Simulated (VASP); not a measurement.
Method: PBEsol GGA, VASP's PBE PAW potentials (set 64) (plane waves; VASP).

A VASP calculation is set up with these files.

POSCAR:
```
WS2 monolayer
1.0
  3.1475547377   0.0000000000   0.0000000000
 -1.5737773689   2.7258623408   0.0000000000
  0.0000000000   0.0000000000  19.6444354336
W S
1 2
Cartesian
  1.5737789426   0.9086198716   9.8222177168
 -0.0000015738   1.8172424692  11.4395637305
 -0.0000015738   1.8172424692   8.2048717031
```

KPOINTS:
```
Automatic mesh
0
Gamma
12 12 1
0 0 0
```

### INCAR
```
ALGO = Normal
EDIFF = 1E-5
EDIFFG = -0.03
ENCUT = 400
GGA = PS
IBRION = 2
ISIF = 4
ISMEAR = 0
LASPH = .TRUE.
LCHARG = .FALSE.
LMAXMIX = 6
LREAL = .FALSE.
LWAVE = .TRUE.
NELM = 100
NELMIN = 4
NSW = 50
PREC = Normal
SIGMA = 0.05
SYSTEM = WS2 monolayer
```

POTCAR, in this order: W_sv S (PBE.64 set). Program: vasp_std.

Unless said otherwise, spin-orbit coupling is left out, though it shifts the bands of the heavy elements here.

**Question.** What does the run give for the energy per atom (σ→0), band gap (on the k-mesh)?

**Answer.** 
| Item | Result |
|---|---|
| energy per atom (σ→0) | -8.416 eV/atom |
| band gap (on the k-mesh) | 1.94 eV |

**OSZICAR**
```
...
  12 F= -.25247803E+02 E0= -.25247803E+02  d E =0.147053E-03
       N       E                     dE             d eps       ncg     rms          rms(c)
DAV:   1    -0.252485716296E+02   -0.76213E-03   -0.21404E-02   646   0.132E+00    0.135E-01
DAV:   2    -0.252481558761E+02    0.41575E-03   -0.30775E-03   795   0.343E-01    0.987E-02
DAV:   3    -0.252480802512E+02    0.75625E-04   -0.29928E-04   721   0.131E-01    0.475E-02
DAV:   4    -0.252480444899E+02    0.35761E-04   -0.14264E-04   830   0.762E-02    0.344E-02
DAV:   5    -0.252480413955E+02    0.30945E-05   -0.15249E-05   594   0.278E-02
  13 F= -.25248041E+02 E0= -.25248041E+02  d E =-.913307E-04
```

The cell is a sheet with vacuum, built from WS2 (2H layered).
